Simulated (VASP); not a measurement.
Data:

```
CELL_PARAMETERS angstrom
      0.00000     2.76654     2.76654
      2.76654     0.00000     2.76654
      2.76654     2.76654     0.00000
ATOMIC_POSITIONS crystal
  Mg 0.00000 0.00000 0.00000
  Se 0.50000 0.50000 0.50000
```

The numbers are results of revTPSS meta-GGA, VASP's PBE PAW potentials (set 64) (plane waves; VASP), not measurements. Numerical set-up: 520 eV cut-off, 8×8×8 Γ-centred mesh, Gaussian smearing of 0.050 eV, potentials Mg Se.

Q: The job: MgSe (rock salt), 2 atoms, revTPSS, static run, 520 eV, 8×8×8 Γ-centred mesh. Roughly how much core time does it take on a busy server core?

A: About 50 core-seconds (one run on a shared machine, a rough figure). It had 29 irreducible k-points, 8 bands, up to 1158 plane waves and 19 electronic steps.

The compound is MgSe in the rock salt structure. This cell is one point of a volume scan, at 1.03 of the reference volume.
